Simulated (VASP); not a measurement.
Energy against volume of FePt (L1_0). All values below come from SCAN meta-GGA, VASP's PBE PAW potentials (set 64) (plane waves; VASP 6.6.1). Settings: 520 eV cut-off, 13×13×10 Γ-centred mesh, first-order Methfessel-Paxton smearing of 0.10 eV, potentials Fe Pt.

Shape and ions are relaxed at each volume.

```
V (Å³/atom)  E (eV/atom)
-----------  -----------
13.076         -44.63446
13.481         -44.64557
13.885         -44.63800
14.290         -44.61452
```

Problem. Fit these four points and predict the energy of the run at 12.672 Å³/atom.

Solution. A cubic in V^(−2/3), the third-order Birch-Murnaghan form, passes through the four points with V0 = 13.51 Å³/atom and B0 = 244 GPa, and gives -44.6014 eV/atom there. The run gave -44.6038 eV/atom, -2.4 meV/atom from the fit; all five points give B0 = 237 GPa.

The compound is FePt in the L1_0 structure. It was relaxed first.
